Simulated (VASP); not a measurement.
Consider the following.

```
Sc
1.0
    1.61580    -2.79865     0.00000
    1.61580     2.79865     0.00000
    0.00000     0.00000     4.99105
Sc
2
Direct
  0.33333   0.66667   0.25000
  0.66667   0.33333   0.75000
```

Level of theory: LDA (Ceperley-Alder, Perdew-Zunger), VASP's LDA PAW potentials (set 64) (plane waves; VASP). Run with 400 eV cut-off, 12×12×7 Γ-centred mesh, first-order Methfessel-Paxton smearing of 0.10 eV, potentials Sc_sv.

Question: What does the run give for the energy per atom (σ→0), band gap (on the k-mesh) with the smallest direct gap where there is one?

Answer: 
```
Property                                                     Value
------------------------  ----------------------------------------
band gap (on the k-mesh)  none (metal, semimetal or under 0.01 eV)
energy per atom (σ→0)                       -648.7 kJ/mol of atoms
```

The compound is Sc in the hcp structure. It was relaxed first, which changed the volume by -10 %. The start is the result of an earlier pass.
